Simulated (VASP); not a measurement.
Crystal: CdTe.

```
Cd Te
1.0
     0.00000    3.20500    3.20500
     3.20500    0.00000    3.20500
     3.20500    3.20500    0.00000
Cd Te
1 1
Direct
  0.00000 0.00000 0.00000
  0.25000 0.25000 0.25000
```

| Item | Value |
| --- | --- |
| Program | VASP 6.6.1 |
| Task | relaxation of cell and atoms |
| Functional | PBE |
| Potentials or basis | VASP PAW PBE potentials, release 64 (Cd, Te) |
| Cutoff | 520 eV |
| k mesh | 6 × 6 × 6 |
| Occupations | gaussian, width 0.02 eV |
| Spin | no spin polarisation |

At the start: pressure 4.4 GPa; volume 32.92 Å³/atom.

**Question.** How do energy, volume and symmetry change on relaxing?

**Answer.** Over 5 steps the energy falls by 42.9 meV/atom and the volume is 36.34 Å³/atom (+10.4 %); space group F-43m (No. 216, to 0.05 Å).

Step by step:
```csv
step,energy change (eV),largest force (eV/Å),pressure (GPa),volume (Å³)
1,0.0000,0.0000,4.41,65.84
2,-0.0790,0.0000,-0.98,74.86
3,-0.0858,0.0000,0.02,72.65
4,-0.0858,0.0000,-0.05,72.79
5,-0.0858,0.0000,0.00,72.68
```

Final structure:
```cif
data_structure
_symmetry_space_group_name_H-M 'P 1'
_symmetry_Int_Tables_number 1
_cell_length_a 4.6843
_cell_length_b 4.6843
_cell_length_c 4.6843
_cell_angle_alpha 60.000
_cell_angle_beta 60.000
_cell_angle_gamma 60.000
_cell_volume 72.68
loop_
_atom_site_label
_atom_site_type_symbol
_atom_site_fract_x
_atom_site_fract_y
_atom_site_fract_z
_atom_site_occupancy
Cd1 Cd 0.00000 0.00000 0.00000 1
Te1 Te 0.25000 0.25000 0.25000 1
```

Caveat: the volume moved by +10 % from the deposited cell, more than functionals usually miss.
